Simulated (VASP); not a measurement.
# AlCl (Fm-3m) in VASP: further runs

Aim: see how the results for AlCl move with the level of theory and the settings. Levels: PBE+MBD-FI, PBE+dDsC, PBE+rVV10. Tasks: relaxation of cell and atoms.

Everything below comes from runs of VASP 6.6.1. Logs are shortened: lines on timing, memory, paths and dates and some standing lists are left out, and cuts for length are marked.

### 1 Starting point

The structure is cubic, space group Fm-3m (No. 225). The conventional cell has a = 5.697 Å, b = 5.697 Å, c = 5.697 Å, α = 90.00°, β = 90.00°, γ = 90.00°. Al (site symmetry m-3m) has 6 Cl at 2.85 Å as nearest neighbours. Cl (site symmetry m-3m) has 6 Al at 2.85 Å as nearest neighbours.

The cell was built by a generator and needn't be a form met in nature.

### 2 Relaxation of cell and atoms, PBE+MBD-FI

Input file INCAR:

```
SYSTEM = AlCl
  PREC = Accurate
  ENCUT = 600
  EDIFF = 1E-7
  ISMEAR = -1
  SIGMA = 0.05
  LREAL = .False.
  LASPH = .True.
  NELM = 80
  ALGO = Fast
  ISIF = 3
  LWAVE = .False.
  LCHARG = .False.
  GGA = PE
  IVDW = 263
  IBRION = 2
  NSW = 60
  EDIFFG = -0.02
```

Input file KPOINTS:

```
regular mesh
0
Gamma
  8 8 8
  0 0 0
```

Input file POSCAR:

```
AlCl
1.0
    0.0000000000      2.8486347600      2.8486347600
    2.8486347600      0.0000000000      2.8486347600
    2.8486347600      2.8486347600      0.0000000000
Al Cl
1 1
Direct
    0.5000000000      0.5000000000      0.5000000000
    0.0000000000      0.0000000000      0.0000000000
```

Potentials or basis: VASP PAW PBE potentials, release 64 (Al, Cl).

The run is started by

```
$ cat potpaw_PBE.64/Al/POTCAR potpaw_PBE.64/Cl/POTCAR > POTCAR
$ mpirun -np 1 vasp_std > vasp.out
```

OUTCAR:

```text
SYSTEM = AlCl
   PREC = Accurate
   ENCUT = 600
   EDIFF = 1E-7
   ISMEAR = -1
   LREAL = .False.
   LASPH = .True.
   NELM = 80
   ISIF = 3
   GGA = PE
   IVDW = 263
   IBRION = 2
   NSW = 60
   EDIFFG = -0.02
  IVDW = 263

 ion  position               nearest neighbor table
   1  0.500  0.500  0.500-   2 2.85   2 2.85   2 2.85   2 2.85   2 2.85   2 2.85
   2  0.000  0.000  0.000-   1 2.85   1 2.85   1 2.85   1 2.85   1 2.85   1 2.85

  LATTYP: Found a face centered cubic cell.
 ALAT       =     5.6972695200

  Lattice vectors:

 A1 = (   0.0000000000,   2.8486347600,   2.8486347600)
 A2 = (   2.8486347600,   0.0000000000,   2.8486347600)
 A3 = (   2.8486347600,   2.8486347600,   0.0000000000)

Analysis of symmetry for initial positions (statically):
=====================================================================
 Subroutine PRICEL returns:
 Original cell was already a primitive cell.

 Routine SETGRP: Setting up the symmetry group for a
 face centered cubic supercell.

 Subroutine GETGRP returns: Found 48 space group operations
 (whereof 48 operations were pure point group operations)
 out of a pool of 48 trial point group operations.

The static configuration has the point symmetry O_h .

Analysis of symmetry for dynamics (positions and initial velocities):
=====================================================================
 Subroutine PRICEL returns:
 Original cell was already a primitive cell.

 Routine SETGRP: Setting up the symmetry group for a
 face centered cubic supercell.

 Subroutine GETGRP returns: Found 48 space group operations
 (whereof 48 operations were pure point group operations)
 out of a pool of 48 trial point group operations.

The dynamic configuration has the point symmetry O_h .

 Subroutine INISYM returns: Found 48 space group operations
 (whereof 48 operations are pure point group operations),
 and found     1 'primitive' translations

----------------------------------------------------------------------------------------

                                     Primitive cell

  volume of cell :      46.2317

  direct lattice vectors                    reciprocal lattice vectors
     0.000000000  2.848634760  2.848634760    -0.175522677  0.175522677  0.175522677
     2.848634760  0.000000000  2.848634760     0.175522677 -0.175522677  0.175522677
     2.848634760  2.848634760  0.000000000     0.175522677  0.175522677 -0.175522677

  length of vectors
     4.028577912  4.028577912  4.028577912     0.304014195  0.304014195  0.304014195

  position of ions in fractional coordinates (direct lattice)
[... 91 lines left out ...]
   NUPDOWN=      -1.0000    fix difference up-down
   EMIN   =  10.00;   EMAX   =-10.00  energy-range for DOS
   EFERMI =   0.00;   METHOD = LEGACY
   ISMEAR =    -1;   SIGMA  =   0.05  broadening in eV -4-tet -1-fermi 0-gaus
   EFERMI_NEDOS =   21; number of points for ismear=-14 and -15
   IALGO  =     68    algorithm
   IMIX   =      4    mixing-type and parameters
     AMIX     =   0.40;   BMIX     =  1.00
     AMIX_MAG =   1.60;   BMIX_MAG =  1.00
  volume/ion in A,a.u.               =      23.12       155.99
  Fermi-wavevector in a.u.,A,eV,Ry     =   0.982716  1.857064 13.139567  0.965731
  Thomas-Fermi vector in A             =   2.113820
   LORBIT       =      0    0 simple, 1 ext, 2 COOP (PROOUT), +10 PAW based schemes
   GGA     = PE    functional components
   LHFCALC =     F    Hartree Fock is set to
   AEXX    =    0.0000 exact exchange contribution
   IVDW    =   263    specifies the selected vdW correction
   LEPSILON=     F    determine dielectric tensor
   LRPA    =     F    only Hartree local field effects (RPA)
 conjugate gradient relaxation of ions
 non-spin polarized calculation
 RMM-DIIS sequential band-by-band and
  energy-cutoff  :      600.00
  volume of cell :       46.23
 maximum number of plane-waves:      1572
   NGX = 17   NGY = 17   NGZ = 17

--------------------------------------- Ionic step        1  -------------------------------------------

 number of electron      10.0000000 magnetization

 number of electron       9.9999998 magnetization

 Free energy of the ion-electron system (eV)
  ---------------------------------------------------
  ext. energy  EPLUGINS =         0.00000000
  ---------------------------------------------------
  free energy    TOTEN  =        -5.92538248 eV

  energy without entropy =       -5.92531303  energy(sigma->0) =       -5.92534775

------------------------ aborting loop because EDIFF is reached ----------------------------------------

  Hirshfeld charges:
            ion         q(e)
   ------------------------------
      1     Al          0.116
      2     Cl         -0.116

  Tkatchenko/Scheffler method for vdW energy calculation

  Edisp (eV):   -0.40119

  FORCE on cell =-STRESS in cart. coord.  units (eV):
  Direction    XX          YY          ZZ          XY          YZ          ZX
  --------------------------------------------------------------------------------------
  -------------------------------------------------------------------------------------
  Total       1.24121     1.24121     1.24121     0.00000     0.00000    -0.00000
  in kB      43.01450    43.01450    43.01450     0.00000     0.00000    -0.00000
  external pressure =       43.01 kB  Pullay stress =        0.00 kB
[... 103 lines left out ...]
--------------------------------------- Ionic step        4  -------------------------------------------

 number of electron       9.9999998 magnetization

 Free energy of the ion-electron system (eV)
  ---------------------------------------------------
  ext. energy  EPLUGINS =         0.00000000
  ---------------------------------------------------
  free energy    TOTEN  =        -6.07565665 eV

  energy without entropy =       -6.07549037  energy(sigma->0) =       -6.07557351

 E-fermi :   3.6535     XC(G=0):  -8.2158

 val. band max:        3.4641508517   @ k =   0.5000   0.0000   0.0000
 cond. band min:       3.8428322958   @ k =   0.5000   0.0000   0.0000
 fundamental gap:      0.3786814441
 Fermi energy:         3.6534875947

 k-point     1 :       0.0000    0.0000    0.0000
  band No.  band energies     occupation
      1     -12.8155      2.00000
      2      -0.5484      2.00000
      3      -0.5484      2.00000
      4      -0.5484      2.00000
      5      -0.4741      2.00000
      6       8.4029      0.00000
      7       8.4029      0.00000
      8       8.4029      0.00000
      9       9.3132      0.00000
[... 265 lines left out ...]
 k-point    24 :      -0.3750    0.2500    0.1250
  band No.  band energies     occupation
      1     -12.5325      2.00000
      2      -2.7789      2.00000
      3      -1.2875      2.00000
      4      -0.9126      2.00000
      5       2.4556      2.00000
      6       4.8372      0.00000
      7       6.5169      0.00000
      8       6.6281      0.00000
      9      10.8249      0.00000

 [... further k-points ...]

------------------------ aborting loop because EDIFF is reached ----------------------------------------

  Tkatchenko/Scheffler method for vdW energy calculation

  Edisp (eV):   -0.33182
[... 25 lines left out ...]
  FREE ENERGIE OF THE ION-ELECTRON SYSTEM (eV)
  ---------------------------------------------------
  free  energy   TOTEN  =        -6.4074784252 eV

  energy  without entropy=       -6.4073121458  energy(sigma->0) =       -6.40739529

 reached required accuracy - stopping structural energy minimisation
```

OSZICAR:

```text
N       E                     dE             d eps       ncg     rms          rms(c)
DAV:   1     0.330096470711E+02    0.33010E+02   -0.42381E+03   522   0.988E+02
DAV:   2    -0.386059963413E+01   -0.36870E+02   -0.35487E+02   761   0.122E+02
DAV:   3    -0.598210105542E+01   -0.21215E+01   -0.21189E+01   632   0.350E+01
[... 46 lines left out ...]
RMM:   4    -0.607566164547E+01    0.24337E-04   -0.69185E-05   522   0.801E-02    0.182E-02
RMM:   5    -0.607565631470E+01    0.53308E-05   -0.25488E-05   526   0.423E-02    0.626E-03
RMM:   6    -0.607565799841E+01   -0.16837E-05   -0.80075E-06   526   0.240E-02    0.828E-03
RMM:   7    -0.607565658317E+01    0.14152E-05   -0.23129E-06   523   0.127E-02    0.520E-04
RMM:   8    -0.607565665282E+01   -0.69655E-07   -0.23233E-07   384   0.535E-03
   4 F= -.64074784E+01 E0= -.64073953E+01  d E =-.809033E-01
```

CONTCAR:

```text
AlCl
   1.00000000000000
     0.0000000000000000    2.9995829906534222    2.9995829906534222
     2.9995829906534222    0.0000000000000000    2.9995829906534222
     2.9995829906534222    2.9995829906534222    0.0000000000000000
  Al              Cl
     1     1
Direct
     0.5000000000000000    0.5000000000000000    0.5000000000000000
     1.0000000000000000    0.0000000000000000    0.0000000000000000

  0.00000000E+00  0.00000000E+00  0.00000000E+00
  0.00000000E+00  0.00000000E+00  0.00000000E+00
```

Run time: 2 min. Hardware: 1 thread of Intel Xeon Platinum 8488C (Sapphire Rapids), shared host; peak memory 0.18 GiB.

What came out:

```
Free energy                            : -6.4075 eV
Relaxed volume                         : 26.99 Å³/atom
Relaxed cell                           : a = 4.242 Å, b = 4.242 Å, c = 4.242 Å, α = 60.00°, β = 60.00°, γ = 60.00°
Space group after relaxing (to 0.05 Å) : Fm-3m (No. 225)
Energy gained by relaxing              : 40.5 meV/atom
Ionic steps                            : 4
Pressure after relaxing                : 0.0 GPa
Band gap on the k mesh                 : 0.38 eV, direct
Hirshfeld charges                      : Al +0.12; Cl -0.12 e
Dispersion energy per atom             : -0.166 eV
```

The path:
| step | energy change (eV) | largest force (eV/Å) | pressure (GPa) | volume (Å³) |
| --- | --- | --- | --- | --- |
| 1 | 0.0000 | 0.0000 | 4.30 | 46.23 |
| 2 | -0.0681 | 0.0000 | 1.60 | 50.51 |
| 3 | -0.0811 | 0.0000 | 0.16 | 53.60 |
| 4 | -0.0809 | 0.0000 | 0.03 | 53.98 |

Final structure:
```
Al Cl
1.0
     0.00000    2.99958    2.99958
     2.99958    0.00000    2.99958
     2.99958    2.99958    0.00000
Al Cl
1 1
Direct
  0.50000 0.50000 0.50000
  0.00000 0.00000 0.00000
```

Levels at points of the mesh, in eV from the valence-band top:
```csv
k point,band 1,band 2,band 3,band 4,band 5,band 6,band 7,band 8,band 9
"(0.00, 0.00, 0.00)",-16.28,-4.01,-4.01,-4.01,-3.94,4.94,4.94,4.94,5.85
"(0.50, 0.00, 0.00)",-16.03,-6.62,-4.12,-4.12,0.00,0.38,2.57,2.57,7.21
"(0.50, 0.50, 0.00)",-15.97,-5.70,-4.66,-4.66,-3.18,3.32,3.64,4.58,4.58
```

Caveat: the volume moved by over 15 % at a fixed basis, so the end points are rough. A k mesh can miss the band edges.

[end of part 1 of 2]
